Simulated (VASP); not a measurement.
VASP input:

### POSCAR
```
PtTe2
1.0
  1.9747000000  -3.4202810000   0.0000000000
  1.9747000000   3.4202810000   0.0000000000
  0.0000000000   0.0000000000   5.1156000000
Te Pt
2 1
Cartesian
  1.9747000000   1.1400959469   1.2993624000
  1.9747000000  -1.1400959469   3.8162376000
  0.0000000000   0.0000000000   0.0000000000
```

### INCAR
```
ALGO=Normal
EDIFF=1E-6
ENCUT=300
ISIF=2
ISMEAR=0
LASPH=.TRUE.
LCHARG=.FALSE.
LMAXMIX=6
LREAL=.FALSE.
LWAVE=.FALSE.
NELM=100
PREC=Accurate
SIGMA=0.05
SYSTEM=PtTe2
```

KPOINTS:
```
Automatic mesh
0
Gamma
7 7 5
0 0 0
```

POTCAR, in this order: Te Pt (LDA.64 set). Program: vasp_std.

Question: Translate this LDA calculation to Ansatz.

Answer: One equivalent input (not run):
Ansatz 0.2 input:
```yaml
crystal:
  lattice:
    - [1.9747000, -3.4202810, 0.0000000]
    - [1.9747000, 3.4202810, 0.0000000]
    - [0.0000000, 0.0000000, 5.1156000]
  atoms:
    - { symbol: Te, position: [0.3333330, 0.6666670, 0.2540000] }
    - { symbol: Te, position: [0.6666670, 0.3333330, 0.7460000] }
    - { symbol: Pt, position: [0.0000000, 0.0000000, 0.0000000] }
kpoints:
  mp_grid: { grid: [7, 7, 5] }
hamiltonian:
  xc: lda
  pseudopotentials: { kind: paw }
scf:
  occupations: { method: gaussian, width: 0.05 }
  max_iter: 100
output: { forces: true, stress: true, eigenvalues: true }
```
Limits of the translation: each code has its own PAW files, so the cut-off isn't converted (ENCUT is set for VASP's; basis.ecutwfc is left out, and Ansatz then takes the one that its files recommend); Ansatz stops its SCF on the density residual and VASP on the energy change (EDIFF); Ansatz's lda is the Perdew-Wang form, while the LDA potentials of VASP carry Perdew-Zunger's.

The structure is a typed PtTe2 crystal (P-3m1). The cell was not relaxed at this level, and its volume differs by -5.9 % from the start's.
